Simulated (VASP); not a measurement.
A run of VASP 6.6.1 is set up as follows.

Contents of INCAR:

```
  PREC = Accurate
  ENCUT = 520
  EDIFF = 1E-6
  ISMEAR = 0
  SIGMA = 0.05
  LREAL = False
  LASPH = True
  NELM = 60
  ALGO = Fast
  ISIF = 2
  LWAVE = False
  LCHARG = True
  ISPIN = 2
  MAGMOM = 1 0 0
  LORBIT = 11
  LMAXMIX = 4
  GGA = PS
  LELF = True
  LVHAR = True
```

KPOINTS

```
Automatic mesh
0
Gamma
  7 7 7
```

Contents of POSCAR:

```
RuF2
1.0
    1.4766179400      0.8525257600      4.4643721500
   -1.4766179400      0.8525257600      4.4643721500
    0.0000000000     -1.7050515300      4.4643721500
Ru F
1 2
Direct
    0.0000000000      0.0000000000      0.0000000000
    0.2520000000      0.2520000000      0.2520000000
    0.7480000000      0.7480000000      0.7480000000
```

Potentials or basis: VASP PAW PBE potentials, release 64 (Ru_pv, F).

Run with:

```console
$ cat potpaw_PBE.64/Ru_pv/POTCAR potpaw_PBE.64/F/POTCAR > POTCAR
$ mpirun -np 1 vasp_std > vasp.out
```

Task: What does it give for the band gap on the k mesh?

Result: 0.68 eV, indirect (least direct gap 1.05 eV).

Task: Estimate the net moment.

Result: 0.00 μB per cell.

Task: Estimate the pressure.

Result: 23.8 GPa.

Stress tensor (GPa, compression positive):
```
28.70  0.00  0.00
 0.00 28.70  0.00
 0.00  0.00 13.89
```

Caveat: so large a pressure means that the cell lies far from this level's equilibrium, or that cutoff or potentials fall short; the potentials were made for another functional, which shifts forces and pressure; an odd mesh through Γ misses points on the zone boundary, where band edges often lie.
